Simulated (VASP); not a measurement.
A VASP calculation is set up with these files.

### INCAR
```
# general
SYSTEM   =  SrVO3
PREC     =  Accurate
ENCUT    =  400   # plane-wave cut-off (eV)
LREAL    =  .FALSE.
LASPH    =  .TRUE.

# electronic loop
EDIFF    =  1E-6   # SCF stop (eV)
NELM     =  100   # most electronic steps
ALGO     =  Normal   # blocked Davidson
LMAXMIX  =  4   # l cut-off of mixed one-centre charges

# smearing
ISMEAR   =  -1
SIGMA    =  0.1

# functional
GGA      =  PE

# ions
ISIF     =  2

# output
LWAVE    =  .FALSE.
LCHARG   =  .FALSE.
```

POSCAR:
```
SrVO3
1
    3.7843200000     0.0000000000     0.0000000000
    0.0000000000     3.7843200000     0.0000000000
    0.0000000000     0.0000000000     3.7843200000
Sr V O
1 1 3
Direct
  0.0000000000   0.0000000000   0.0000000000
  0.5000000000   0.5000000000   0.5000000000
  0.5000000000   0.0000000000   0.5000000000
  0.0000000000   0.5000000000   0.5000000000
  0.5000000000   0.5000000000   0.0000000000
```

File KPOINTS:
```
Automatic
0
Gamma
  9 9 9
```

POTCAR, in this order: Sr_sv V_sv O (PBE.64 set). Program: vasp_std.

Q: Write an equivalent input for Quantum ESPRESSO's pw.x.

A: One equivalent input (not run):
```
&CONTROL
  calculation = 'scf'
  pseudo_dir = './pseudo'
  outdir = './out'
  tprnfor = .true.
  tstress = .true.
/
&SYSTEM
  ibrav = 0
  nat = 5
  ntyp = 3
  ecutwfc = 84
  occupations = 'smearing'
  smearing = 'fermi-dirac'
  degauss = 0.00735
  input_dft = 'pbe'
/
&ELECTRONS
  conv_thr = 7.3e-08
  electron_maxstep = 100
/
ATOMIC_SPECIES
  Sr 87.620 Sr.upf
  V 50.941 V.upf
  O 15.999 O.upf
CELL_PARAMETERS angstrom
     3.7843200    0.0000000    0.0000000
     0.0000000    3.7843200    0.0000000
     0.0000000    0.0000000    3.7843200
ATOMIC_POSITIONS crystal
  Sr   0.0000000  0.0000000  0.0000000
  V    0.5000000  0.5000000  0.5000000
  O    0.5000000  0.0000000  0.5000000
  O    0.0000000  0.5000000  0.5000000
  O    0.5000000  0.5000000  0.0000000
K_POINTS automatic
  9 9 9 0 0 0
```
What does not carry over: the potentials are each code's own (VASP's PAW set, PseudoDojo norm-conserving files in pw.x), so ENCUT and ecutwfc are chosen apart and not converted; conv_thr bounds pw.x's estimated SCF error, while EDIFF bounds the energy change between steps.

The structure is a typed SrVO3 crystal (Pm-3m). The cell was not relaxed at this level.
